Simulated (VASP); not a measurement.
Data:

```
CdZnSe2
1.0
    0.00000     2.91952     2.91952
    2.91952     0.00000     2.91952
   11.75822    11.75822    -0.08014
Zn Se Cd
2 4 2
Direct
  0.98730   0.98730   0.00952
  0.01063   0.01063   0.24203
  0.24969   0.24969   0.06274
  0.27213   0.27213   0.29590
  0.24770   0.24770   0.56423
  0.22543   0.22543   0.83093
  0.01528   0.01528   0.48854
  0.99185   0.99185   0.75611
```

Calculation: PBEsol GGA, VASP's PBE PAW potentials (set 64) (plane waves; VASP). Numerical set-up: 400 eV cut-off, Gaussian smearing of 0.050 eV, potentials Zn Se Cd.

Q: Give the energies of bands 27 to 40 at the high-symmetry points, in eV from the valence-band maximum.

A: 
| band | Γ | T | H2 | L | S0 | F |
|---|---|---|---|---|---|---|
| 27 | -3.11 | -1.58 | -4.30 | -4.45 | -4.30 | -4.33 |
| 28 | -1.13 | -1.45 | -4.22 | -4.24 | -4.22 | -4.28 |
| 29 | -1.13 | -1.11 | -3.21 | -2.50 | -3.20 | -2.46 |
| 30 | -0.69 | -1.11 | -3.07 | -2.43 | -3.07 | -2.44 |
| 31 | -0.69 | -0.76 | -2.77 | -2.29 | -2.78 | -2.33 |
| 32 | -0.40 | -0.76 | -2.57 | -1.85 | -2.57 | -2.20 |
| 33 | -0.40 | -0.31 | -1.85 | -1.70 | -1.89 | -1.69 |
| 34 | -0.22 | -0.30 | -1.79 | -1.56 | -1.73 | -1.45 |
| 35 | 0.00 | -0.05 | -1.66 | -1.22 | -1.72 | -1.00 |
| 36 | 0.00 | -0.05 | -1.61 | -0.93 | -1.58 | -0.82 |
| 37 | 0.61 | 1.53 | 3.60 | 2.73 | 3.53 | 2.18 |
| 38 | 1.87 | 1.69 | 3.69 | 2.88 | 3.86 | 2.65 |
| 39 | 2.31 | 2.04 | 4.08 | 3.03 | 3.90 | 3.12 |
| 40 | 2.73 | 2.72 | 4.34 | 3.35 | 4.41 | 3.51 |

The gap is direct, 0.61 eV, from the valence maximum at Γ to the conduction minimum at Γ.

The structure was generated: Cd2Zn2Se4 was put into an ordered model structure (R3m), which need not be its known phase. It was relaxed first.
